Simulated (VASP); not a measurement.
Crystal: TePb.

```
CELL_PARAMETERS angstrom
0.00000 3.27090 3.27090
3.27090 0.00000 3.27090
3.27090 3.27090 0.00000
ATOMIC_POSITIONS crystal
Te 0.00000 0.00000 0.00000
Pb 0.50000 0.50000 0.50000
```

The cell is a database's computed one.

| Property | Result |
| --- | --- |
| Program | VASP 6.6.1 |
| Task | relaxation of cell and atoms |
| Functional | PBE |
| Dispersion | D3(BJ) |
| Potentials or basis | VASP PAW PBE potentials, release 64 (Te, Pb_d) |
| Cutoff | 600 eV |
| k mesh | 8 × 8 × 8 |
| Occupations | gaussian, width 0.02 eV |
| Spin | no spin polarisation |

At the start: pressure -1.3 GPa; volume 34.99 Å³/atom.

Question: Where does the relaxation end?

Answer: Over 3 steps the energy falls by 4.8 meV/atom and the volume is 33.84 Å³/atom (-3.3 %); space group Fm-3m (No. 225, to 0.05 Å).

The path:
```csv
step,energy change (eV),largest force (eV/Å),pressure (GPa),volume (Å³)
1,0.0000,0.0000,-1.29,69.99
2,-0.0092,0.0000,0.34,67.17
3,-0.0097,0.0000,-0.01,67.69
```

Final structure:
```
CELL_PARAMETERS angstrom
0.00000 3.23461 3.23461
3.23461 0.00000 3.23461
3.23461 3.23461 0.00000
ATOMIC_POSITIONS crystal
Te 0.00000 0.00000 0.00000
Pb 0.50000 0.50000 0.50000
```
